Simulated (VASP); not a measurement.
These are PW91 GGA, VASP's PBE PAW potentials (set 64) (plane waves; VASP) values and carry that method's errors.

Input for VASP

### POSCAR
```
Rh
1.0
  0.0000000000   1.9180908452   1.9180908452
  1.9180908452   0.0000000000   1.9180908452
  1.9180908452   1.9180908452   0.0000000000
Rh
1
Cartesian
  0.0000000000   0.0000000000   0.0000000000
```

**INCAR**
```
SYSTEM = Rh
PREC = Accurate
ENCUT = 520
EDIFF = 1E-6
NELM = 100
ALGO = Normal
LREAL = .FALSE.
LASPH = .TRUE.
ISMEAR = 1
SIGMA = 0.1
GGA = 91
LMAXMIX = 4
LWAVE = .FALSE.
LCHARG = .FALSE.
IBRION = 2
ISIF = 3
NSW = 60
EDIFFG = -0.01
```

File KPOINTS:
```
Automatic mesh
0
Gamma
15 15 15
0 0 0
```

POTCAR, in this order: Rh_pv (PBE.64 set). Program: vasp_std.

Output

OSZICAR:
```
       N       E                     dE             d eps       ncg     rms          rms(c)
DAV:   1     0.117933327117E+03    0.11793E+03   -0.94074E+03  2643   0.145E+03
DAV:   2    -0.624249894565E+01   -0.12418E+03   -0.11895E+03  2715   0.390E+02
DAV:   3    -0.778745388461E+01   -0.15450E+01   -0.15369E+01  3084   0.499E+01
DAV:   4    -0.779680823795E+01   -0.93544E-02   -0.93534E-02  2888   0.399E+00
DAV:   5    -0.779696268075E+01   -0.15444E-03   -0.15444E-03  3017   0.479E-01    0.964E+00
DAV:   6    -0.728463855758E+01    0.51232E+00   -0.12342E+00  2754   0.165E+01    0.316E+00
DAV:   7    -0.726959964573E+01    0.15039E-01   -0.18762E-02  2976   0.174E+00    0.157E+00
DAV:   8    -0.726602821035E+01    0.35714E-02   -0.29955E-03  2766   0.875E-01    0.158E-01
DAV:   9    -0.726593400375E+01    0.94207E-04   -0.68118E-05  3099   0.134E-01    0.185E-02
DAV:  10    -0.726593844729E+01   -0.44435E-05   -0.31622E-06  2817   0.260E-02    0.194E-03
DAV:  11    -0.726593847087E+01   -0.23577E-07   -0.17379E-07  1536   0.599E-03
   1 F= -.72659385E+01 E0= -.72659316E+01  d E =-.726594E+01
```

OUTCAR:
```
------------------------ aborting loop because EDIFF is reached ----------------------------------------
  FORCE on cell =-STRESS in cart. coord.  units (eV):
  Direction    XX          YY          ZZ          XY          YZ          ZX
  --------------------------------------------------------------------------------------
  Total       -0.0083497     -0.0083497     -0.0083497      0.0000000      0.0000000     -0.0000000
  in kB       -0.9478587     -0.9478587     -0.9478587      0.0000000      0.0000000     -0.0000000
  external PRESSURE =      -0.9478587 kB  Pullay stress =       0.0000000 kB
  volume of cell :       14.11
      direct lattice vectors                 reciprocal lattice vectors
     0.000000000  1.918090845  1.918090845    -0.260675870  0.260675870  0.260675870
     1.918090845  0.000000000  1.918090845     0.260675870 -0.260675870  0.260675870
     1.918090845  1.918090845  0.000000000     0.260675870  0.260675870 -0.260675870
 POSITION                                       TOTAL-FORCE (eV/Angst)
 -----------------------------------------------------------------------------------
      0.00000      0.00000      0.00000         0.000000      0.000000     -0.000000
 -----------------------------------------------------------------------------------
    total drift:                                0.000000     -0.000000      0.000000
  FREE ENERGIE OF THE ION-ELECTRON SYSTEM (eV)
  ---------------------------------------------------
  free  energy   TOTEN  =        -7.2659384709 eV

  energy  without entropy=       -7.2659177774  energy(sigma->0) =       -7.26593157

 reached required accuracy - stopping structural energy minimisation
```
(Selected blocks of OUTCAR.)

### OUTCAR
```
 val. band max:       11.4171362799   @ k =  -0.4667   0.4000   0.0000

 cond. band min:      11.4363297485   @ k =  -0.4667   0.2667   0.1333


 Fermi energy:        11.4182169856

 k-point     1 :       0.0000    0.0000    0.0000
  band No.  band energies     occupation
      1     -34.8161      2.00000
      2     -34.8161      2.00000
      3     -34.8161      2.00000
      4       3.6874      2.00000
      5       8.4343      2.00000
      6       8.4343      2.00000
      7       8.4343      2.00000
      8      10.4352      2.00000
      9      10.4352      2.00000
     10      27.4654      0.00000
     11      31.8337      0.00000

 k-point     2 :       0.0667    0.0000    0.0000
  band No.  band energies     occupation
      1     -34.8462      2.00000
      2     -34.8202      2.00000
      3     -34.8202      2.00000
      4       3.8619      2.00000
      5       8.3600      2.00000
      6       8.5013      2.00000
      7       8.5013      2.00000
      8      10.3989      2.00000
      9      10.3989      2.00000
     10      27.7100      0.00000
     11      31.7950      0.00000

 k-point     3 :       0.1333    0.0000    0.0000
  band No.  band energies     occupation
      1     -34.9309      2.00000
      2     -34.8318      2.00000
      3     -34.8318      2.00000
      4       4.3514      2.00000
      5       8.1925      2.00000
      6       8.6632      2.00000
      7       8.6632      2.00000
      8      10.3370      2.00000
      9      10.3370      2.00000
     10      28.3106      0.00000
     11      29.9828      0.00000

 k-point     4 :       0.2000    0.0000    0.0000
  band No.  band energies     occupation
      1     -35.0543      2.00000
      2     -34.8487      2.00000
      3     -34.8487      2.00000
      4       5.0179      2.00000
      5       8.1155      2.00000
      6       8.7923      2.00000
      7       8.7923      2.00000
      8      10.3921      2.00000
      9      10.3921      2.00000
...
```

The compound is Rh in the fcc structure. It was relaxed first. The start is the result of an earlier pass.
